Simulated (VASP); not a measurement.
Here is the system:

```xyz
3
Lattice="0.0000 3.1347 3.1347 3.1347 0.0000 3.1347 3.1347 3.1347 0.0000" Properties=species:S:1:pos:R:3 pbc="T T T"
Mg     1.5673     1.5673     1.5673
Mg     4.7020     4.7020     4.7020
Si     3.1347     3.1347     6.2694
```

All values below come from PBE GGA with D3 dispersion (Becke-Johnson damping), VASP's PBE PAW potentials (set 64) (plane waves; VASP 6.6.1). Settings: 520 eV cut-off, Gaussian smearing of 0.050 eV, potentials Mg Si.

### Question
Give the energies of bands 2 to 7 at the high-symmetry points, in eV from the valence-band maximum.

### Answer

```csv
band,Γ,X,U,L,W
2,0.00,-4.53,-4.09,-4.88,-3.67
3,0.00,-2.00,-3.53,-0.71,-3.67
4,0.00,-2.00,-1.67,-0.71,-2.75
5,2.11,0.16,0.71,1.41,2.69
6,2.62,0.47,3.05,2.57,3.68
7,2.62,8.15,5.95,2.57,3.68
```

The gap is indirect, 0.16 eV, from the valence maximum at Γ to the conduction minimum at X.

Measured: gap 0.77 eV (computed value off by -0.61 eV), as given by Byungki Ryu et al., Journal of the Korean Physical Society (2019), arXiv:1905.06140.

The compound is Mg2Si in the antifluorite structure. It was relaxed first.
